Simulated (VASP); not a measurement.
Cost and result of VASP (PAW) for the bulk modulus of HfO2 (fluorite). Static lattice, third-order Birch-Murnaghan fit over five volumes. The cost counts the five points of the equation of state, each on the mesh and cut-off of its row, so the ratios hold those differences too. With PBE it took about 50 core-seconds. Costs are core time on shared hosts, one run each; read them as rough ratios.

| level | k-mesh | cut-off (eV) | bulk modulus (GPa) | cost over PBE |
|---|---|---|---|---|
| LDA | 9×9×9 | 520 | 289 | within a factor of 2 |
| PBEsol | 9×9×9 | 520 | 271 | within a factor of 2 |
| PBE | 9×9×9 | 520 | 252 | reference |
| RPBE | 8×8×8 | 520 | 237 | within a factor of 2 |
| AM05 | 8×8×8 | 520 | ___ | within a factor of 2 |
| optB88-vdW | 8×8×8 | 520 | 260 | about 3 times |
| rev-vdW-DF2 | 8×8×8 | 520 | 262 | about 4 times |
| revTPSS | 8×8×8 | 520 | ___ | ___ |

Problem. Some entries are withheld; supply them.

Solution. 
- AM05, bulk modulus (GPa): 268
- revTPSS, bulk modulus (GPa): 264
- revTPSS, cost over PBE: about 6 times

Left out are levels that failed, ran on another kind of processor or have no fit band path; at most nine are shown.

The compound is HfO2 in the fluorite structure, the high-temperature cubic form, which is unstable at 0 K; the monoclinic form is the stable one.
